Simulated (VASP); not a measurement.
Runs of VASP 6.6.1 on KMgH3. All rows change the cell; the cell of one of them follows. Symmetry: P4/mmm, No. 123, tetragonal system. The conventional cell has a = 4.126 Å, b = 4.126 Å, c = 3.924 Å, α = 90.00°, β = 90.00°, γ = 90.00°. K (site symmetry 4/mmm) has 12 H at 2.85 to 2.92 Å as nearest neighbours. Mg (site symmetry 4/mmm) has 6 H at 1.96 to 2.06 Å as nearest neighbours. H (site symmetry mmm) is surrounded by 2 Mg at 2.06 Å. H (site symmetry 4/mmm) is surrounded by 2 Mg at 1.96 Å. 

```csv
cell,gap on the mesh (eV),pressure (GPa)
"strain +0.025 along x and y, -0.025 along z, atoms carried along",1.99,-3.8
"strain +0.025 along x and y, -0.050 along z, atoms carried along",2.09,-2.9
"strain +0.000 along x and y, +0.025 along z, atoms carried along",1.97,-3.9
"strain +0.000 along x and y, -0.050 along z, atoms carried along",(a),(b)
```

Alike in all rows: task single point; level LDA; potentials or basis VASP PAW LDA potentials, release 64 (K_sv, Mg, H); no spin polarisation; k mesh 8 × 8 × 8; cutoff (eV) 520; smearing gaussian 0.05 eV.

Q: Estimate the missing entries.

A: (a) 2.23; (b) -1.4.

A k mesh can miss the band edges.
